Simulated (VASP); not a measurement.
Runs of VASP 6.6.1 on CaCoAu3. Symmetry: Pm-3m, No. 221, cubic system. Conventional cell: a = 4.851 Å, b = 4.851 Å, c = 4.851 Å, α = 90.00°, β = 90.00°, γ = 90.00°. Around Ca (site symmetry m-3m) lie 12 Au at 3.43 Å. Around Co (site symmetry m-3m) lie 6 Au at 2.43 Å. Au (site symmetry 4/mmm) is surrounded by 2 Co at 2.43 Å. The cell was built by a generator and needn't be a form met in nature.

| task | level | potentials or basis | spin | U | cell | cutoff (eV) | smearing | LDAUTYPE | hund's J | gap on the mesh (eV) | pressure (GPa) | moment (μB) | relaxed volume (Å³/atom) |
| --- | --- | --- | --- | --- | --- | --- | --- | --- | --- | --- | --- | --- | --- |
| single point | PBE | VASP PAW PBE potentials, release 64 (Ca_sv, Co, Au) | collinear, ferromagnetic start | - | as given | 520 | fermi-dirac 0.05 eV | - | - | none | (b) | 1.57 | - |
| relaxation of cell and atoms | PBE | VASP PAW PBE potentials, release 64 (Ca_sv, Co, Au) | collinear, ferromagnetic start | - | relaxed | 600 | methfessel-paxton 0.1 eV | - | - | none | 0.1 | (a) | 22.70 |
| single point | RPBE+D3+U | VASP PAW PBE potentials, release 64 (Ca_sv, Co, Au) | collinear, random start | Au d U = 4 eV, J = 1.0 eV, Co d U = 6.2 eV, J = 1.0 eV | as given | 520 | methfessel-paxton 0.1 eV | 1 | 1 | none | 2.9 | 2.54 | - |
| relaxation of cell and atoms | LDA | VASP PAW LDA potentials, release 64 (Ca_sv, Co, Au) | collinear, ferromagnetic start | - | relaxed | 600 | methfessel-paxton 0.1 eV | - | - | none | 0.0 | 1.20 | 20.77 |

Alike in all rows: k mesh 6 × 6 × 6.

Problem. Estimate the missing entries.

Solution. (a) 1.56; (b) -0.2.

Caveats: the PAW data sets were made with another functional, which shifts forces and pressure a little (some runs); pairwise dispersion overbinds metals, which lowers pressure and volume (some runs); the U is typed as a test and isn't derived for this compound (some runs).

A k mesh can miss the band edges, and the runs leave out spin-orbit coupling on Au.

A gap of «none» marks a metal or a gap under the smearing width.
